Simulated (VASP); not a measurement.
VASP runs on Be (hcp) share one base input (PBE GGA, plane waves, VASP's PBE PAW potentials (set 64)) and change the settings named in each case.

**INCAR**
```
! general
SYSTEM  =  Be
PREC    =  Accurate
ENCUT   =  400
LREAL   =  F   ! projection in real space or not
LASPH   =  T   ! aspherical one-centre terms

! electronic loop
EDIFF   =  1E-6
NELM    =  100
ALGO    =  Normal

! smearing
ISMEAR  =  1
SIGMA   =  0.1   ! width (eV)

! functional
GGA     =  PE   ! PBE

! ions
ISIF    =  2   ! forces and stress, cell fixed

! output
LWAVE   =  F
LCHARG  =  F
```

**KPOINTS**
```
Automatic mesh
0
Gamma
16 16 9
0 0 0
```

### POSCAR
```
Be
1
    1.1679000000    -2.0228620000     0.0000000000
    1.1679000000     2.0228620000     0.0000000000
    0.0000000000     0.0000000000     3.6516000000
Be
2
Direct
  0.3333330000   0.6666670000   0.2500000000
  0.6666670000   0.3333330000   0.7500000000
```

POTCAR, in this order: Be (PBE.64 set). Program: vasp_std.

| change | electronic steps |
|---|---|
| base run | 9 |
| ALGO = Fast | 11 |
| ALGO = VeryFast | 18 |
| ALGO = All | 11 |
| ALGO = Damped | 15 |
| ALGO = Conjugate | 11 |

Left out are runs that ran out of time, are held back, or changed the cell or the kind of run, fixed moments of cells without a moment, rows past the twelfth, gaps on odd meshes, pressures of charged cells and columns that move by less than the noise.

The compound is Be in the hcp structure. The cell was not relaxed at this level.
